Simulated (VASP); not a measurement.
Input:

```xyz
2
Lattice="0.0000 1.7816 1.7816 1.7816 0.0000 1.7816 1.7816 1.7816 0.0000" Properties=species:S:1:pos:R:3 pbc="T T T"
C      0.0000     0.0000     0.0000
C      0.8908     0.8908     0.8908
```

The numbers are results of r2SCAN meta-GGA, VASP's PBE PAW potentials (set 64) (plane waves; VASP 6.6.1), not measurements. Settings: 600 eV cut-off, 12×12×12 Γ-centred mesh, Gaussian smearing of 0.050 eV, potentials C.

Stress in GPa, positive for a compressed cell; the cube axes lie along x, y and z, and the ions stay on their sites.

```json
[
 {"strain": "none", "σxx": "-0.76", "σyy": "-0.76", "σzz": "-0.76"},
 {"strain": "εxx = +0.5 %, εyy = +0.5 %, εzz = +0.5 %", "σxx": "-7.29", "σyy": "-7.29", "σzz": "-7.29"},
 {"strain": "εyy = +0.5 %", "σxx": "-1.33", "σyy": "-6.26", "σzz": "-1.33"}
]
```

Problem. Fit C11 and C12 to these rows, and predict the stress for εxx = -0.5 %, εyy = -0.5 %, εzz = -0.5 %.

Solution. Least squares on Δσ_i = −C11 ε_i − C12 (ε_j + ε_k) over all components shown gives C11 = 1093 GPa and C12 = 107 GPa, and so σxx, σyy, σzz = 5.78, 5.78, 5.78 GPa. The run gave 6.19, 6.19, 6.19 GPa; the difference holds the non-linear terms and numerical noise.

Left out are shears, moved atoms, failed runs and, from the fit, strains over 2.5 %.

The compound is C in the diamond structure.
